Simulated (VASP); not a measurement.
Runs of VASP 6.6.1 on CoGe23 (a cell with a defect). The cell holds a defect, 24 atoms: a = 12.001 Å, b = 8.001 Å, c = 8.001 Å, α = 60.00°, β = 60.00°, γ = 60.00°. 

```tsv
task	level	U	fixed moment (μB)	cell	k mesh	mesh quality	moment (μB)	largest force (eV/Å)
single point	PBEsol+U	Co d U = 4 eV	5	as given	2 × 2 × 2	coarse	5.00	0.42
single point	PBEsol+U	Co d U = 6 eV	1	as given	2 × 2 × 2	coarse	1.00	(b)
single point	PBEsol	-	1	as given	2 × 2 × 2	coarse	1.00	0.81
relaxation of the atoms	PBEsol+U	Co d U = 4 eV	1	atoms relaxed from: atoms moved at random, drawn with an rms of 0.05 Å	2 × 2 × 2	coarse	1.00	0.03
single point	PBEsol+U	Co d U = 4 eV	-	as given	2 × 2 × 2	coarse	(a)	0.08
single point	PBEsol+U	Co d U = 4 eV	1	as given	2 × 3 × 3	not flagged	1.00	0.21
```

Alike in all rows: potentials or basis VASP PAW PBE potentials, release 64 (Co, Ge_d); spin collinear, ferromagnetic start; cutoff (eV) 350; smearing gaussian 0.03 eV.

Task: Fill in the values left out.

Result: (a) 1.74; (b) 0.36.

Caveats: some runs use coarse meshes; the PAW data sets were made with another functional, which shifts forces and pressure a little; the total moment is fixed, so each spin has its own Fermi level (some runs); the U is typed as a test and isn't derived for this compound (some runs).
